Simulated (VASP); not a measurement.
Data:

```
CELL_PARAMETERS angstrom
      1.73000    -2.99645     0.00000
      1.73000     2.99645     0.00000
      0.00000     0.00000     5.52000
ATOMIC_POSITIONS crystal
  Tl 0.33333 0.66667 0.25000
  Tl 0.66667 0.33333 0.75000
```

Level of theory: r2SCAN meta-GGA, VASP's PBE PAW potentials (set 64) (plane waves; VASP). Run with 400 eV cut-off, 11×11×6 Γ-centred mesh, first-order Methfessel-Paxton smearing of 0.10 eV, potentials Tl_d.

Energy and stress use the plane-wave basis of the starting cell.

Question: The ions, cell shape and volume are relaxed. Predict the relaxed structure.

Answer: 
```
CELL_PARAMETERS angstrom
      1.76641    -3.05952     0.00000
      1.76641     3.05952     0.00000
      0.00000     0.00000     5.55882
ATOMIC_POSITIONS crystal
  Tl 0.33333 0.66667 0.25000
  Tl 0.66667 0.33333 0.75000
```
Space group P6_3/mmc (194), at a tolerance of 0.03 Å.

Question: How do energy and volume change from the first to the last step?

Answer: The energy (σ→0) changes by -7.7 meV/atom and the volume by +5.0 %, in 8 ionic steps.

| step | E(σ→0) (eV) | max force (eV/Å) | pressure (GPa) | volume (Å³) |
|---|---|---|---|---|
| 1 | -106.3410 | 0.000 | 1.82 | 57.23 |
| 2 | -106.3558 | 0.000 | 0.00 | 59.97 |
| 3 | -106.3558 | 0.000 | 0.00 | 59.96 |
| 4 | -106.3558 | 0.000 | 0.04 | 59.90 |
| 5 | -106.3560 | 0.000 | 0.04 | 59.93 |
| 6 | -106.3564 | 0.000 | 0.03 | 60.02 |
| 7 | -106.3559 | 0.000 | 0.01 | 60.19 |
| 8 | -106.3565 | 0.000 | 0.02 | 60.08 |

The compound is Tl in the hcp structure. This run relaxes it. Symmetry was kept, so distortions that lower it aren't found.
